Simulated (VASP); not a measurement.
The input files of a VASP run:

File KPOINTS:
```
Automatic mesh
0
Gamma
7 7 7
0 0 0
```

INCAR:
```
NELM = 100
EDIFFG = -0.01   ! ionic stop
NSW = 60
LREAL = F
LCHARG = F
ENCUT = 400   ! plane-wave cut-off (eV)
LWAVE = F
LASPH = T   ! aspherical one-centre terms
PREC = Accurate
EDIFF = 1E-6
SYSTEM = GaAs
LMAXMIX = 4   ! l cut-off of mixed one-centre charges
SIGMA = 0.05   ! width (eV)
ALGO = Normal   ! blocked Davidson
IBRION = 2
GGA = PS   ! PBEsol
ISMEAR = 0   ! Gaussian
ISIF = 3   ! ions, shape and volume
```

POSCAR:
```
GaAs
1.0
  0.0000000000   2.8283254275   2.8283254275
  2.8283254275   0.0000000000   2.8283254275
  2.8283254275   2.8283254275   0.0000000000
Ga As
1 1
direct
  0.0000000000   0.0000000000   0.0000000000
  0.2500000000   0.2500000000   0.2500000000
```

POTCAR, in this order: Ga_d As (PBE.64 set). Program: vasp_std.

Write an equivalent input for Quantum ESPRESSO's pw.x.

One equivalent input (not run):
```
&CONTROL
  calculation = 'vc-relax'
  pseudo_dir = './pseudo'
  outdir = './out'
  tprnfor = .true.
  tstress = .true.
  nstep = 60
  forc_conv_thr = 0.00039
/
&SYSTEM
  ibrav = 0
  nat = 2
  ntyp = 2
  ecutwfc = 84
  occupations = 'smearing'
  smearing = 'gaussian'
  degauss = 0.003675
  input_dft = 'pbesol'
/
&ELECTRONS
  conv_thr = 7.3e-08
  electron_maxstep = 100
/
&IONS
/
&CELL
/
ATOMIC_SPECIES
  Ga 69.723 Ga.upf
  As 74.922 As.upf
CELL_PARAMETERS angstrom
    -0.0000000    2.8283254    2.8283254
     2.8283254    0.0000000    2.8283254
     2.8283254    2.8283254    0.0000000
ATOMIC_POSITIONS crystal
  Ga   0.0000000  0.0000000  0.0000000
  As   0.2500000  0.2500000  0.2500000
K_POINTS automatic
  7 7 7 0 0 0
```
What does not carry over: the potentials are each code's own (VASP's PAW set, PseudoDojo norm-conserving files in pw.x), so ENCUT and ecutwfc are chosen apart and not converted; conv_thr bounds pw.x's estimated SCF error, while EDIFF bounds the energy change between steps; forc_conv_thr acts on force components and is met together with etot_conv_thr.

The structure was generated: GaAs was put into the zinc blende type (F-43m), which need not be its known phase. It was relaxed first. The start is the result of an earlier pass.
